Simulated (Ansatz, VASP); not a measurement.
Two plane-wave programs on CsTa4

```
Cs Ta
1.0
     4.94878    0.00000    0.00000
     0.00000    4.94878    0.00000
     0.00000    0.00000    4.94878
Cs Ta
1 4
Cartesian
  2.4744 2.4744 2.4744
  0.0000 0.0000 0.0000
  2.4744 2.4744 0.0000
  2.4744 0.0000 2.4744
  0.0000 2.4744 2.4744
```

Change from the starting cell: species swapped into the Ni4N type (Pm-3m, No. 221).

Alike in both runs: task relaxation of cell and atoms; functional PBE; k mesh 8 × 8 × 8; occupations gaussian, width 0.1 eV; no spin polarisation.

|  | VASP | Ansatz |
| --- | --- | --- |
| version | VASP 6.6.1 | Ansatz 0.2.0 |
| potentials or method | VASP PAW PBE potentials, release 64 (Cs_sv, Ta_pv) | scalar-relativistic, plane waves, PAW |
| plane-wave cutoff (eV) | 600 | 420 |
| valence electrons in the cell | 53 | 61 |

Ansatz gave:

| Item | Value |
| --- | --- |
| gap on the k mesh at the Fermi level, each at its own relaxed structure (eV) | none |
| relaxed volume (Å³/atom) | 23.84 |
| relaxed cell length with the largest relative difference (Å) | 4.921 |
| energy change over the relaxation (meV/atom) | -2 |

**Question.** What did VASP give for the same quantities?

**Answer.** gap on the k mesh at the Fermi level, each at its own relaxed structure (eV): none; relaxed volume (Å³/atom): 24.44; relaxed cell length with the largest relative difference (Å): 4.963; energy change over the relaxation (meV/atom): -1.

A gap of «none» marks a metal or a gap that the smearing closes. The two sets of potentials don't hold the same shells in valence.

The runs have no spin-orbit coupling, so splittings on Cs, Ta are missing.
